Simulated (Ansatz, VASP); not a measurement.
# PtS2 (PtS2 monolayer (from P-3m1)): VASP beside Ansatz

Aim: how closely do two programs agree when they are given the same cell, functional and k mesh? Of the first pair: The structure shown is the start of the Ansatz relaxation below; VASP solves that cell, so the two are compared at the walk's first step.

Main program and level: Ansatz 0.2.0; plane waves, with VASP 6.6.1 beside it; single point at LDA.

## 1. The starting structure

The cell holds 3 atoms: 1 Pt and 2 S. Its edges and angles: a = 3.543 Å, b = 3.543 Å, c = 28.375 Å, α = 90.0°, β = 90.0°, γ = 120.0°. Vacuum lies along c. The height across the vacuum is the one that the program set for its solve, not the one typed.

## 2. Ansatz: relaxation, LDA

Ansatz runs on its default PAW (the set named soft_2) files.

The two programs are compared at the cell with which this relaxation starts, whose forces are those of its first step.

The input, input.yaml:

```yaml
crystal:
  lattice:
    - [3.5432, 0.0, 0.0]
    - [-1.7716, 3.068501, 0.0]
    - [0.0, 0.0, 26.287615]
  atoms:
    - { symbol: Pt, position: [0.3333333, 0.6666667, 0.5] }
    - { symbol: S, position: [1.0, 0.0, 0.5435113] }
    - { symbol: S, position: [0.6666667, 0.3333333, 0.4564887] }
  periodic: [true, true, false]
basis:
  ecutwfc: 420
  xc_grid: 2
hamiltonian:
  xc: lda
kpoints:
  mp_grid: { grid: [11, 11, 1] }
scf:
  occupations: { method: fermi_dirac, width: 0.02 }
  max_iter: 60
relax:
  f_tol: 0.005
  max_steps: 60
  cell: {}
output:
  forces: true
checkpoint:
  write: "../cell.run"
  compress: false
  write_wavefunctions: false
  write_every: 100000
```

On the command line:

```
> ansatz run input.yaml --threads 4 --pin off --max-ram 10362MiB --backend cpu --events-out ev --progress --plain --runs-dir out
```

Numbers of over 12 decimals in the logs are rounded to 6 here.

The program printed:

```text
Warning: crystal.periodic: the lattice vector that does not repeat stood 0.000° off the slab's normal, 26.288 Å along it as the deck builds it. The run solves the slab on a vector along the normal, 28.375 Å long, with every atom where it was (on the deck's vector they left 24.00 Å outside them, and the widest stretch free of ions among them is 1.14 Å). A fractional position that the run reports is one of the run's ce [...]
crystal.periodic: the lattice vector that does not repeat stood 0.000° off the slab's normal, 26.288 Å along it as the deck builds it. The run solves the slab on a vector along the normal, 28.375 Å long, with every atom where it was (on the deck's vector they left 24.00 Å outside them, and the widest stretch free of ions among them is 1.14 Å). A fractional position that the run reports is one of the run's cell, which [...]
Engine: ansatz 0.2.0, aarch64-unknown-linux-gnu
Pseudopotentials: kind: paw
Pseudopotential: Pt, paw, valence charge 18, recommended cutoff 420 eV (normal), Pt.paw.azcp
Pseudopotential: S, paw, valence charge 6, recommended cutoff 420 eV (normal), S.paw.azcp
Functional definition: SPW92
  exchange = slater_x
  correlation = pw_c
Crystal: 3 atoms, lattice volume = 308.504 Å³
Basis set: ecut = 420 eV, 5945 PW (Γ), exchange–correlation on 48×48×384 points (8 copies of the dense FFT grid, shifted against one another)
Bands: 19, of which v1, the nominal top of the filled ones, is band 15 counted from 1 (14 counted from 0)
Symmetry: 12 space group operations
Space group: P-3m1 (ITA 164), of the structure as read, at distance tolerance 6.8e-5 Å
k-points: 16 of 121
Non-local potential: Pt, projectors of the file, l = 0: 3, l = 1: 2, l = 2: 2, l = 3: 1
Non-local potential: S, projectors of the file, l = 0: 2, l = 1: 2, l = 2: 2
PAW form: soft (Blöchl's): semilocal exchange-correlation on the pseudo side does not see the compensation charge
PAW frozen core: Pt, regenerated for the run's functional, and the local potential with it (the file was generated under x = pbe(κ = 0.804, μ = 0.219515), c = pbe(β = 0.066725))
PAW frozen core: S, regenerated for the run's functional, and the local potential with it (the file was generated under x = pbe(κ = 0.804, μ = 0.219515), c = pbe(β = 0.066725))
PAW one-centre angular grid: Pt, 590 points (default); XC on 64 Gauss nodes
PAW one-centre angular grid: S, 110 points (default); XC on 64 Gauss nodes
Initial density: superposition of atomic densities (neutral atoms: chi_scale 0, normalization atom), corrected by the library's trained network
Initial wavefunctions: pseudopotential atomic-orbital guess
Functional: x = slater, c = lda
SCF iter   1: F=—  HF=-13985.133952 eV  |F-HF|=—  |Δ(HF+E_count)|=         —  Δρ=2.98e-3  dr2=3.53e-2  ethr=1.77e-3  ⟨swp⟩=15.9  Hψ=3038  notcnv=0
[...]
Crystal: 3 atoms, lattice volume = 302.986 Å³
Basis set: ecut = 420 eV, 5897 PW (Γ), exchange–correlation on 48×48×384 points (8 copies of the dense FFT grid, shifted against one another)
Initial density: handed on by an earlier stage of this run
Initial wavefunctions: those handed on with the density
iter 1 solved again at ethr=3.54e-5 eV; its pass at ethr=3.10e-3 eV (dr2=1.06e-2 eV) is discarded
SCF iter   1: F=—  HF=-13985.168825 eV  |F-HF|=—  |Δ(HF+E_count)|=         —  Δρ=3.05e-3  dr2=1.04e-2  ethr=3.54e-5  ⟨swp⟩=3.8  Hψ=2880  notcnv=0
preconditioner: auto → none  [insulator: Δε(μ)=1.843 eV  Ē_g=9.446 eV  σ=0.020 eV  W_gap=1.00  n_scr=16 (ndim 8)  ℏωp=10.0 eV  f_vac=0.780  D(μ)=0.00/eV (n_scr^D=0)  ε∞_Penn≈2.1]
SCF iter   2: F=—  HF=-13985.166164 eV  |F-HF|=—  |Δ(HF+E_count)|=   2.66e-3  Δρ=1.40e-3  dr2=2.16e-3  ethr=3.47e-5  ⟨swp⟩=2.7  Hψ=518  notcnv=0
SCF iter   3: F=—  HF=-13985.166525 eV  |F-HF|=—  |Δ(HF+E_count)|=   3.61e-4  Δρ=7.32e-4  dr2=4.15e-3  ethr=7.19e-6  ⟨swp⟩=3.2  Hψ=743  notcnv=0
SCF iter   4: F=—  HF=-13985.165722 eV  |F-HF|=—  |Δ(HF+E_count)|=   8.02e-4  Δρ=2.07e-4  dr2=1.19e-4  ethr=7.19e-6  ⟨swp⟩=2.7  Hψ=562  notcnv=0
SCF iter   5: F=—  HF=-13985.165837 eV  |F-HF|=—  |Δ(HF+E_count)|=   1.15e-4  Δρ=5.98e-5  dr2=3.91e-6  ethr=3.98e-7  ⟨swp⟩=3.3  Hψ=651  notcnv=0
SCF iter   6: F=-13985.165836 eV  HF=-13985.165836 eV  |F-HF|=9.66e-8  |Δ(HF+E_count)|=   1.08e-6  Δρ=1.21e-5  dr2=2.37e-7  ethr=1.00e-9  ⟨swp⟩=6.1  Hψ=1932  notcnv=0
SCF 2 converged in 6 iterations: F = -13985.165836 eV  dr2 = 2.37e-7
relax step   2: F+E_penalty+E_count = -13985.16583629 eV  Δ(F+E_penalty+E_count) = -3.869e-2 eV  max|allowed force component| = 1.793e-1 eV/Å  Δτ_max = 0.0827 Å  P = -0.502 N/m  Ω = 302.986 Å³  energy of the carried Pulay correction = +1.777e-4 eV  fix = [c, alpha, beta]  reactions: c -0.000 N/m  (6 SCF iters, dr2 threshold 3.00e-7 eV, accepted)
[...]
relax step   3: F+E_penalty+E_count = -13985.16818928 eV  Δ(F+E_penalty+E_count) = -2.353e-3 eV  max|allowed force component| = 5.729e-3 eV/Å  Δτ_max = 0.0146 Å  P = -0.062 N/m  Ω = 303.513 Å³  energy of the carried Pulay correction = +1.606e-4 eV  fix = [c, alpha, beta]  reactions: c -0.000 N/m  (5 SCF iters, dr2 threshold 3.00e-7 eV, accepted)
[...]
relax step   4: F+E_penalty+E_count = -13985.16820824 eV  Δ(F+E_penalty+E_count) = -1.896e-5 eV  max|allowed force component| = 4.084e-4 eV/Å  Δτ_max = 0.0002 Å  P = -0.011 N/m  Ω = 303.333 Å³  energy of the carried Pulay correction = +1.665e-4 eV  fix = [c, alpha, beta]  reactions: c -0.000 N/m  (5 SCF iters, dr2 threshold 6.44e-9 eV, accepted)
[...]
relax step   5: F+E_penalty+E_count = -13985.16805266 eV  Δ(F+E_penalty+E_count) = +1.556e-4 eV  max|allowed force component| = 3.414e-4 eV/Å  Δτ_max = 0.0000 Å  P = -0.012 N/m  Ω = 303.333 Å³  fix = [c, alpha, beta]  reactions: c -0.000 N/m  stress off target by 1.16e-2 N/m on what of the cell is left free  SCF on the basis re-selected at this cell (its energy is not comparable with the rows above)  (6 SCF iters)
basis re-selected at this cell: Δ(F+E_penalty+E_count) = +1.556e-4 eV, ΔP = -0.001 N/m vs the last step (what re-selecting the basis moved, of the pressure what is left beyond the Pulay correction that the steps carried, after the strain that the cell walked since its last selection, with what the two solves' SCF thresholds leave and, on support functions, any second-order correction that the steps lacked; it is no m [...]
SCF converged after 6 iterations
Free energy (F): -13985.168053 eV
Harris-Foulkes:  -13985.168053 eV  (|F-HF|=2.06e-10)
Internal energy: -13985.168053 eV  (E = F + TS)
E sigma→0 (E₀):  -13985.168053 eV
Fermi energy:    -5.606775 eV
--- Per-component energies (eV) ---
  E_band       = -818.342684
  E_kinetic    = 853.204650
  E_local      = -48425.125865  (includes V_loc(G=0)·N_el)
  E_nonlocal   = 264.285970
  E_hartree    = 23636.659621
  E_xc         = -453.154040
  E_vxc        = -478.559328  (∫ρ·V_xc dr)
  E_paw        = -10314.717187  (= ΣΔE_a)
  E_vpaw       = -305.467736  (= ΣTr[D̂ρ^β])
  E_aug_tail   = 0.000161  (compensation charges beyond the density's cutoff)
  E_ewald      = 20452.908373
  E_core_change = 0.770265  (= ΣΔE_core)
  E_smearing   = -0.000000  (= −TS)
  E_closure    = 0.000000  (closes the sum)
  Σ components = -13985.168053   (vs F -13985.168053, Δ=0.00e0)
--- Forces (eV/Å), atoms counted from 1 ---
  atom   1  Pt     0.00000000     0.00000000     0.00000000
  atom   2  S      0.00000000     0.00000000    -0.00034144
  atom   3  S     -0.00000000    -0.00000000     0.00034144
  max |Σ_I F_I| component: 4.63e-18 eV/Å
--- 2D stress c σ (N/m, compression-positive) ---
       -0.011577      -0.000000      -0.000000
       -0.000000      -0.011577      -0.000000
       -0.000000      -0.000000      -0.000000
  P = ½ c Tr σ = -0.0116 N/m
--- Relaxed structure (4 steps of the walk, 4 accepted, 1 SCFs on fresh bases) ---
  F+E_penalty+E_count = -13985.16805266 eV   max|allowed force component| = 3.414e-4 eV/Å   (the final SCF, on the basis selected at the relaxed cell)
  cell:  # Å, volume = 303.3326 Å³
    - [3.513375, 0.0, 0]
    - [-1.756688, 3.042672, 0]
    - [0, 0, 28.375233210198]
  atoms:
    - { symbol: Pt, position: [0.333333, 0.666667, 0.463214] }
    - { symbol: S, position: [1.0, 0, 0.505934] }
    - { symbol: S, position: [0.666667, 0.333333, 0.420494] }
```

## 3. VASP: single point, LDA, start cell, pair 1

The same cell, functional (in two slightly different forms), mesh and smearing now go to VASP, with its own data sets.

Lines of VASP's logs that name or quote its potential files are left out, and so is its time.

The input, INCAR:

```
SYSTEM = PtS2
PREC = Accurate
ENCUT = 400
EDIFF = 1E-06
NELM = 120
ISMEAR = -1
SIGMA = 0.02
LREAL = .FALSE.
ALGO = Normal
GGA = PW92
NBANDS = 17
LASPH = .TRUE.
LORBIT = 11
LWAVE = .FALSE.
LCHARG = .FALSE.
ISIF = 2
LDIPOL = .TRUE.
IDIPOL = 3
DIPOL = 0.5 0.5 0.463
LVHAR = .TRUE.
GGA_COMPAT = .FALSE.
EFERMI = MIDGAP
NELMDL = -8
```

The input, POSCAR:

```
PtS2
1.0
    3.5432000000      0.0000000000      0.0000000000
   -1.7716000000      3.0685010000      0.0000000000
    0.0000000000      0.0000000000     28.3752330000
Pt S
1 2
Direct
    0.3333332790      0.6666665580      0.4632140642
    0.9999999457      0.9999998913      0.5035241649
    0.6666666123      0.3333332247      0.4229039635
```

The input, KPOINTS:

```
Automatic mesh
0
Gamma
11 11 1
0 0 0
```

PAW data sets: Pt and S (LDA family, release 64).

On the command line:

```
> mpirun -np 1 vasp_std
```

The program printed:

```text
[banner, memory and clock lines left out]
running    1 mpi-ranks, on    1 nodes
 distrk:  each k-point on    1 cores,    1 groups
 distr:  one band on    1 cores,    1 groups

 POSCAR found type information on POSCAR PtS
 POSCAR found :  2 types and       3 ions
|                                                                             |
|               ----> ADVICE to this user running VASP <----                  |
|                                                                             |
|     You enforced a specific xc type in the INCAR file but a different       |
|     [... a line on the potential file left out ...]
|     I HOPE YOU KNOW WHAT YOU ARE DOING!                                     |
|                                                                             |

 LDA part: xc-table for (Slater(with rela. corr.)+PW92), standard interpolation
 POSCAR, INCAR and KPOINTS ok, starting setup
 FFT: planning ... GRIDC
 FFT: planning ... GRID_SOFT
 FFT: planning ... GRID
 WAVECAR not read
 entering main loop
       N       E                     dE             d eps       ncg     rms          rms(c)
DAV:   1     0.166898403731E+03    0.16690E+03   -0.62902E+03   544   0.749E+02
DAV:   2    -0.109285243104E+01   -0.16799E+03   -0.15859E+03   926   0.163E+02
DAV:   3    -0.190443514542E+02   -0.17951E+02   -0.17869E+02   671   0.688E+01
DAV:   4    -0.193610094069E+02   -0.31666E+00   -0.31625E+00   795   0.108E+01
DAV:   5    -0.193665301329E+02   -0.55207E-02   -0.55189E-02   758   0.134E+00
DAV:   6    -0.193667294766E+02   -0.19934E-03   -0.19934E-03   845   0.237E-01
DAV:   7    -0.193667356751E+02   -0.61984E-05   -0.61984E-05   790   0.338E-02
DAV:   8    -0.193667360400E+02   -0.36493E-06   -0.36497E-06   726   0.731E-03    0.198E+01
DAV:   9    -0.181829609985E+02    0.11838E+01   -0.72320E+00   627   0.248E+01    0.119E+01
DAV:  10    -0.180514158157E+02    0.13155E+00   -0.20534E+00   612   0.142E+01    0.459E+00
DAV:  11    -0.179519088922E+02    0.99507E-01   -0.19800E-01   610   0.467E+00    0.910E-01
DAV:  12    -0.179479596550E+02    0.39492E-02   -0.36818E-02   700   0.152E+00    0.308E-01
DAV:  13    -0.179482425683E+02   -0.28291E-03   -0.20462E-03   751   0.293E-01    0.435E-01
DAV:  14    -0.179482556578E+02   -0.13090E-04   -0.14870E-03   664   0.354E-01    0.262E-01
DAV:  15    -0.179481766150E+02    0.79043E-04   -0.29835E-04   757   0.163E-01    0.167E-01
DAV:  16    -0.179481673059E+02    0.93091E-05   -0.11658E-05   729   0.207E-02    0.143E-01
DAV:  17    -0.179481604362E+02    0.68696E-05   -0.29807E-05   673   0.277E-02    0.789E-02
DAV:  18    -0.179481642974E+02   -0.38611E-05   -0.71665E-06   723   0.148E-02    0.490E-02
DAV:  19    -0.179481711405E+02   -0.68431E-05   -0.41850E-06   667   0.958E-03    0.241E-02
DAV:  20    -0.179481829746E+02   -0.11834E-04   -0.75291E-06   669   0.126E-02    0.630E-03
DAV:  21    -0.179481856076E+02   -0.26330E-05   -0.22216E-07   603   0.262E-03    0.791E-03
DAV:  22    -0.179481885363E+02   -0.29287E-05   -0.19732E-07   572   0.176E-03    0.453E-03
DAV:  23    -0.179481907397E+02   -0.22034E-05   -0.27047E-07   572   0.180E-03    0.274E-03
DAV:  24    -0.179481911458E+02   -0.40603E-06   -0.44305E-08   612   0.101E-03
   1 F= -.17948191E+02 E0= -.17948191E+02  d E =-.859573E-20
```

Parts of OUTCAR (step 3):

```text
ion  position               nearest neighbor table
   1  0.333  0.667  0.463-   2 2.34   3 2.34   2 2.34   3 2.34   2 2.34   3 2.34
   2  1.000  1.000  0.504-   1 2.34   1 2.34   1 2.34
   3  0.667  0.333  0.423-   1 2.34   1 2.34   1 2.34

  LATTYP: Found a hexagonal cell.
 ALAT       =     3.5432000000
 C/A-ratio  =     8.0083633439

 Subroutine GETGRP returns: Found 12 space group operations
 (whereof  6 operations were pure point group operations)

The static configuration has the point symmetry C_3v.
 The point group associated with its full space group is D_3d.

 Found     16 irreducible k-points:

   k-points           NKPTS =     16   k-points in BZ     NKDIM =     16   number of bands    NBANDS=     17

   dimension x,y,z NGX =    24 NGY =   24 NGZ =  192
   dimension x,y,z NGXF=    48 NGYF=   48 NGZF=  384

   ENCUT  =  400.0 eV  29.40 Ry    5.42 a.u.   5.78  5.78 46.27*2*pi/ulx,y,z

   NELECT =      22.0000    total number of electrons

 k-points in reciprocal lattice and weights: Automatic mesh
   0.00000000  0.00000000  0.00000000       0.008
   0.09090909  0.00000000  0.00000000       0.050
   0.18181818  0.00000000  0.00000000       0.050
   0.27272727  0.00000000  0.00000000       0.050
   0.36363636  0.00000000  0.00000000       0.050
   0.45454545  0.00000000  0.00000000       0.050
   0.09090909  0.09090909  0.00000000       0.050
   0.18181818  0.09090909  0.00000000       0.099
   0.27272727  0.09090909  0.00000000       0.099
[...]
0.27272727  0.27272727  0.00000000       0.050
   0.36363636  0.27272727  0.00000000       0.050

 dipolmoment           0.000000      0.000000     -0.000004 electrons x Angstroem

 average (electrostatic) potential at core
       1 -78.7572       2 -95.9958       3 -95.9958

 E-fermi :  -3.3756

 k-point     1 :       0.0000    0.0000    0.0000
  band No.  band energies     occupation
    ...
      7      -7.5658      2.00000
      8      -5.0549      2.00000
      9      -4.9599      2.00000
     10      -4.7300      2.00000
     11      -4.7300      2.00000
     12      -0.8297      0.00000
     13      -0.8297      0.00000
     14       1.2048      0.00000
     15       1.2780      0.00000
     16       2.0084      0.00000
    ...

 k-point     2 :       0.0909    0.0000    0.0000
  band No.  band energies     occupation
    ...
      7      -7.6544      2.00000
      8      -5.5646      2.00000
      9      -4.8622      2.00000
     10      -4.6859      2.00000
     11      -4.4057      2.00000
     12      -1.4106      0.00000
     13      -1.0019      0.00000
     14       1.4533      0.00000
     15       1.6108      0.00000
     16       2.2887      0.00000
    ...

 k-point     3 :       0.1818    0.0000    0.0000
  band No.  band energies     occupation
    ...
      7      -7.8266      2.00000
      8      -6.2093      2.00000
      9      -4.7103      2.00000
     10      -4.4678      2.00000
     11      -4.3896      2.00000
     12      -2.3285      0.00000
     13      -1.2799      0.00000
     14       1.9723      0.00000
     15       2.1252      0.00000
     16       2.3704      0.00000
    ...

  Total        0.7770825      0.7770824      1.5493057     -0.0000000      0.0000000      0.0000000
  in kB        4.0356763      4.0356757      8.0461168     -0.0000000      0.0000000      0.0000000
  external PRESSURE =       5.3724896 kB  Pullay stress =       0.0000000 kB

  energy-cutoff  :      400.00
  volume of cell :      308.50
      direct lattice vectors                 reciprocal lattice vectors
     3.543200000  0.000000000  0.000000000     0.282230752  0.162946012  0.000000000
    -1.771600000  3.068501000  0.000000000     0.000000000  0.325892023  0.000000000
     0.000000000  0.000000000 28.375233000     0.000000000  0.000000000  0.035242001

 POSITION                                       TOTAL-FORCE (eV/Angst)
 -----------------------------------------------------------------------------------
      0.00000      2.04567     13.14381         0.000000     -0.000000      0.000000
      1.77160      3.06850     14.28762        -0.000000      0.000000      0.687637
      1.77160      1.02283     12.00000         0.000000     -0.000000     -0.687637
 -----------------------------------------------------------------------------------
    total drift:                                0.000000      0.000391     -0.000164

  FREE ENERGIE OF THE ION-ELECTRON SYSTEM (eV)
  ---------------------------------------------------
  free  energy   TOTEN  =       -17.9481911458 eV

  energy  without entropy=      -17.9481911458  energy(sigma->0) =      -17.94819115

 vacuum level on the upper side and lower side of the slab         2.200         2.200

 total charge
# of ion       s       p       d       tot
------------------------------------------
    1        0.732   0.868   8.045   9.645
    2        1.356   2.298   0.000   3.653
    3        1.356   2.298   0.000   3.653
--------------------------------------------------
tot          3.443   5.463   8.045  16.951

[... 3 further parts left out ...]
```

## 4. Differences

Known differences besides the potentials themselves: Ansatz cuts the interaction across the vacuum, VASP repeats the sheet with a dipole correction; the data sets hold 30 valence electrons in Ansatz (on its default PAW (the set named soft_2) files) and 22 in VASP; the cutoff is 420 eV in Ansatz and 400 eV in VASP; VASP's log shows a relativistic correction to its local exchange, Ansatz's none. Total energies have different zeros and are not compared.

Forces (eV/Å; atoms numbered as in POSCAR):

| atom | Ansatz x, y, z | VASP x, y, z |
| --- | --- | --- |
| Pt1 | 0.000, 0.000, 0.000 | 0.000, 0.000, 0.000 |
| S2 | 0.000, 0.000, 0.702 | 0.000, 0.000, 0.688 |
| S3 | 0.000, 0.000, -0.702 | 0.000, 0.000, -0.688 |

The forces differ by 6.9 meV/Å r.m.s., which is 2.1 % of the r.m.s. force of 0.324 eV/Å (both taken over all components). With vacuum in the cell, a pressure given here is an average over mostly empty space and none of the material.

[end of part 1 of 2]

[Lines on the potential files, build, host, timing and source positions are cut from VASP's logs without a mark.]

[Logs are printed without paths, hosts, clocks, repeated set-up lines and the standing remarks that a program may print on its own settings, such as how far it seeks lower states.]

[Hosts, paths, dates, database ids (printed as entryN), source tags and the programs' standing remarks are cut or masked in the printed files.]
